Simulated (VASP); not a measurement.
An input for Ansatz (written as the equivalent of a VASP run, and not itself run):

Ansatz 0.2 input:
```yaml
crystal:
  lattice:
    - [0.0000000, 2.6884926, 2.6884926]
    - [2.6884926, 0.0000000, 2.6884926]
    - [2.6884926, 2.6884926, 0.0000000]
  atoms:
    - { symbol: Co, position: [0.0000000, 0.0000000, 0.0000000] }
    - { symbol: Si, position: [0.2500000, 0.2500000, 0.2500000] }
    - { symbol: Si, position: [0.7500000, 0.7500000, 0.7500000] }
kpoints:
  mp_grid: { grid: [11, 11, 11] }
hamiltonian:
  xc: revpbe
  pseudopotentials: { kind: paw }
scf:
  occupations: { method: tetrahedron }
  max_iter: 100
output: { forces: true, stress: true, eigenvalues: true }
```

Q: Write the VASP files for the same calculation (revPBE).

A: One answer among several that fit: 
**INCAR**
```
ALGO  =  Normal
EDIFF  =  1E-7
ENCUT  =  520
GGA  =  RE
ISIF  =  2
ISMEAR  =  -5
LASPH  =  T
LCHARG  =  T
LEFG  =  T
LMAXMIX  =  4
LORBIT  =  11
LREAL  =  F
LWAVE  =  F
NEDOS  =  601
NELM  =  100
PREC  =  Accurate
SYSTEM  =  CoSi2
```

**KPOINTS**
```
Regular mesh
0
G
11 11 11
0 0 0
```

File POSCAR:
```
CoSi2
1.0
  0.0000000000   2.6884925580   2.6884925580
  2.6884925580   0.0000000000   2.6884925580
  2.6884925580   2.6884925580   0.0000000000
Co Si
1 2
Cartesian
  0.0000000000   0.0000000000   0.0000000000
  1.3442462790   1.3442462790   1.3442462790
  4.0327388370   4.0327388370   4.0327388370
```

POTCAR, in this order: Co Si (PBE.64 set). Program: vasp_std.

The two are equivalent in intent, not identical: each code has its own PAW files, so the cut-off isn't converted (ENCUT is set for VASP's; basis.ecutwfc is left out, and Ansatz then takes the one that its files recommend); Ansatz stops its SCF on the density residual and VASP on the energy change (EDIFF); the field gradients of LEFG aren't asked of the other code.

The compound is CoSi2 in the fluorite structure. It was relaxed first.
